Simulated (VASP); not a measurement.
CsPbBr3 (cubic perovskite): the cohesive energy from VASP (plane waves, PAW) at several levels of theory. Atoms are spin-polarised in a large box without symmetry, with the spin fixed by Hund's rule, and may not be in the lowest state of each functional; no zero-point energy is added. Spin-orbit coupling is left out, which shifts such energies by up to tenths of an eV for the heavy elements here.

```json
[
 {"level": "LDA", "cohesive energy (eV/atom)": "3.35"},
 {"level": "PBE", "cohesive energy (eV/atom)": "2.86"},
 {"level": "PBEsol", "cohesive energy (eV/atom)": "3.06"},
 {"level": "revPBE", "cohesive energy (eV/atom)": "2.64"},
 {"level": "RPBE", "cohesive energy (eV/atom)": "2.64"},
 {"level": "PW91", "cohesive energy (eV/atom)": "2.93"},
 {"level": "PBE-D3(BJ)", "cohesive energy (eV/atom)": "3.06"},
 {"level": "r2SCAN", "cohesive energy (eV/atom)": "2.96"}
]
```

The cell of the LDA run:

```yaml
crystal:
  lattice:
    - [5.78611, 0.00000, 0.00000]
    - [0.00000, 5.78611, 0.00000]
    - [0.00000, 0.00000, 5.78611]
  atoms:
    - { symbol: Cs, position: [0.00000, 0.00000, 0.00000] }
    - { symbol: Pb, position: [0.50000, 0.50000, 0.50000] }
    - { symbol: Br, position: [0.50000, 0.00000, 0.50000] }
    - { symbol: Br, position: [0.00000, 0.50000, 0.50000] }
    - { symbol: Br, position: [0.50000, 0.50000, 0.00000] }
```

Only levels that ran to the end are used. Left out are those held back, those with too coarse a band path, GW runs whose mesh misses a band edge, hybrids' fits of cells that aren't cubic and levels without matching references; a question may draw on a part of the rest.
